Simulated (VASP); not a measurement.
VASP ran on this input.

### KPOINTS
```
Automatic mesh
0
Gamma
17 17 17
0 0 0
```

INCAR:
```
ALGO  =  Normal
EDIFF  =  1E-6
EDIFFG  =  -0.02
ENCUT  =  500
GGA  =  PE
IBRION  =  2
ISIF  =  3
ISMEAR  =  1
LASPH  =  .True.
LCHARG  =  .False.
LMAXMIX  =  4
LREAL  =  .False.
LWAVE  =  .False.
NELM  =  100
NSW  =  40
PREC  =  Accurate
PSTRESS  =  450
SIGMA  =  0.1
SYSTEM  =  Rh
```

**POSCAR**
```
Rh
1
   -0.0000000000     1.8361706912     1.8361706912
    1.8361706912     0.0000000000     1.8361706912
    1.8361706912     1.8361706912    -0.0000000000
Rh
1
Direct
  0.0000000000   0.0000000000   1.0000000000
```

POTCAR, in this order: Rh_pv (PBE.64 set). Program: vasp_std.

Write an equivalent input for Quantum ESPRESSO's pw.x.

One equivalent input (not run):
```
&CONTROL
  calculation = 'vc-relax'
  pseudo_dir = './pseudo'
  outdir = './out'
  tprnfor = .true.
  tstress = .true.
  nstep = 40
  forc_conv_thr = 0.00078
/
&SYSTEM
  ibrav = 0
  nat = 1
  ntyp = 1
  ecutwfc = 88
  occupations = 'smearing'
  smearing = 'methfessel-paxton'
  degauss = 0.00735
  input_dft = 'pbe'
/
&ELECTRONS
  conv_thr = 7.3e-08
  electron_maxstep = 100
/
&IONS
/
&CELL
  press = 450
/
ATOMIC_SPECIES
  Rh 102.906 Rh.upf
CELL_PARAMETERS angstrom
    -0.0000000    1.8361707    1.8361707
     1.8361707    0.0000000    1.8361707
     1.8361707    1.8361707   -0.0000000
ATOMIC_POSITIONS crystal
  Rh   0.0000000  0.0000000  1.0000000
K_POINTS automatic
  17 17 17 0 0 0
```
The two are equivalent in intent, not identical: the potentials are each code's own (VASP's PAW set, PseudoDojo norm-conserving files in pw.x), so ENCUT and ecutwfc are chosen apart and not converted; conv_thr bounds pw.x's estimated SCF error, while EDIFF bounds the energy change between steps; forc_conv_thr acts on force components and is met together with etot_conv_thr.

The compound is Rh in the fcc structure. It was relaxed first under an external pressure of 45 GPa.
